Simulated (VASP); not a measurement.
The input files of a VASP run:

File POSCAR:
```
La2O3
1.0
  1.9322682529  -3.3467867004   0.0000000000
  1.9322682529   3.3467867004   0.0000000000
  0.0000000000   0.0000000000   5.9793906893
La O
2 3
Direct
  0.3333330000   0.6666670000   0.2454606569
  0.6666670000   0.3333330000   0.7545393431
  1.0000000000   0.0000000000   0.0000000000
  0.3333330000   0.6666670000   0.6457165974
  0.6666670000   0.3333330000   0.3542834026
```

INCAR:
```
SYSTEM = La2O3
PREC = Accurate
ENCUT = 520
EDIFF = 1E-7
NELM = 100
ALGO = Normal
LREAL = .FALSE.
LASPH = .TRUE.
ISMEAR = 0
SIGMA = 0.05
GGA = PS
LMAXMIX = 6
LWAVE = .FALSE.
LCHARG = .FALSE.
ISIF = 4
IBRION = 2
NSW = 30
EDIFFG = -0.01
```

### KPOINTS
```
Automatic mesh
0
Gamma
7 7 4
0 0 0
```

POTCAR, in this order: La O (PBE.64 set). Program: vasp_std.

**Question.** Translate this PBEsol calculation to Quantum ESPRESSO's pw.x.

**Answer.** One equivalent input (not run):
```
&CONTROL
  calculation = 'vc-relax'
  pseudo_dir = './pseudo'
  outdir = './out'
  tprnfor = .true.
  tstress = .true.
  nstep = 30
  forc_conv_thr = 0.00039
/
&SYSTEM
  ibrav = 0
  nat = 5
  ntyp = 2
  ecutwfc = 110
  occupations = 'smearing'
  smearing = 'gaussian'
  degauss = 0.003675
  input_dft = 'pbesol'
/
&ELECTRONS
  conv_thr = 7.3e-09
  electron_maxstep = 100
/
&IONS
/
&CELL
  cell_dofree = 'shape'
/
ATOMIC_SPECIES
  La 138.905 La.upf
  O 15.999 O.upf
CELL_PARAMETERS angstrom
     1.9322683   -3.3467867    0.0000000
     1.9322683    3.3467867    0.0000000
     0.0000000    0.0000000    5.9793907
ATOMIC_POSITIONS crystal
  La   0.3333330  0.6666670  0.2454607
  La   0.6666670  0.3333330  0.7545393
  O    1.0000000  0.0000000  0.0000000
  O    0.3333330  0.6666670  0.6457166
  O    0.6666670  0.3333330  0.3542834
K_POINTS automatic
  7 7 4 0 0 0
```
The two are equivalent in intent, not identical: the potentials are each code's own (VASP's PAW set, PseudoDojo norm-conserving files in pw.x), so ENCUT and ecutwfc are chosen apart and not converted; conv_thr bounds pw.x's estimated SCF error, while EDIFF bounds the energy change between steps; forc_conv_thr acts on force components and is met together with etot_conv_thr.

The compound is La2O3 in the a-type structure. This cell is one point of a volume scan, at 0.97 of the reference volume. Symmetry was kept, so distortions that lower it aren't found.
